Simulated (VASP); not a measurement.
A convergence study with VASP on Ta (bcc): one setting is varied, all else stays as given below, so the limit is that of these other settings.

```
Ta
1.0
   -1.65000     1.65000     1.65000
    1.65000    -1.65000     1.65000
    1.65000     1.65000    -1.65000
Ta
1
Direct
  0.00000   0.00000   0.00000
```

Calculation: PBE GGA, VASP's PBE PAW potentials (set 64) (plane waves; VASP). The tightest run used: 550 eV cut-off, 25×25×25 Γ-centred mesh, first-order Methfessel-Paxton smearing of 0.10 eV, potentials Ta_pv.

```csv
setting,E (eV/atom),pressure (GPa),irreducible k-points
1×1×1 mesh,-11.4604,115.52,1
2×2×2 mesh,-12.5715,-22.21,3
3×3×3 mesh,-11.9716,2.97,4
4×4×4 mesh,-11.8984,3.81,8
5×5×5 mesh,-11.7310,7.60,10
6×6×6 mesh,-11.7206,6.56,16
7×7×7 mesh,-11.8372,4.42,20
8×8×8 mesh,-11.8343,1.51,29
9×9×9 mesh,-11.7862,3.52,35
10×10×10 mesh,-11.8069,5.51,47
11×11×11 mesh,-11.8146,2.86,56
12×12×12 mesh,-11.8008,2.49,72
```

Task: These are the cheaper rows. Estimate the results at 25×25×25 mesh, and how far the last row shown lies from them.

Result: 
```csv
quantity,tightest run,last row shown is off by
E (eV/atom),-11.8078,0.0069
pressure (GPa),3.66,-1.17
```

Left out are rungs that failed or repeat a setting and relaxations that didn't move; long series are thinned to 24 rows.

The compound is Ta in the bcc structure. The cell was not relaxed at this level.
